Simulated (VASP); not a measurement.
Method: PBEsol GGA, VASP's PBE PAW potentials (set 64) (plane waves; VASP).

Input for VASP

File POSCAR:
```
Au
1
   -0.0000000000     2.0404571625     2.0404571625
    2.0404571625    -0.0000000000     2.0404571625
    2.0404571625     2.0404571625    -0.0000000000
Au
1
Direct
  0.0000000000   0.0000000000   0.0000000000
```

INCAR:
```
# general
SYSTEM =Au
PREC   =Normal
ENCUT  =400
LREAL  =.FALSE.
LASPH  =.TRUE.

# electronic loop
EDIFF  =1E-5
NELM   =100
NELMIN =4
ALGO   =Fast
LMAXMIX=6

# smearing
ISMEAR =1
SIGMA  =0.1

# functional
GGA    =PS

# ions
IBRION =2
NSW    =20
ISIF   =2
EDIFFG =-0.03

# output
LWAVE  =.FALSE.
LCHARG =.FALSE.
```

KPOINTS:
```
Automatic mesh
0
Gamma
17 17 17
0 0 0
```

POTCAR, in this order: Au (PBE.64 set). Program: vasp_std.

Problem. What will the output report for the number of irreducible k-points (NKPTS), largest plane-wave count, number of space-group operations, FFT grid (NGX, NGY, NGZ)?

Solution. 
```
Item                                          Result
--------------------------------------  ------------
number of irreducible k-points (NKPTS)           165
largest plane-wave count                         331
number of space-group operations                  48
FFT grid (NGX, NGY, NGZ)                14 × 14 × 14
```

The compound is Au in the fcc structure. It was relaxed first.
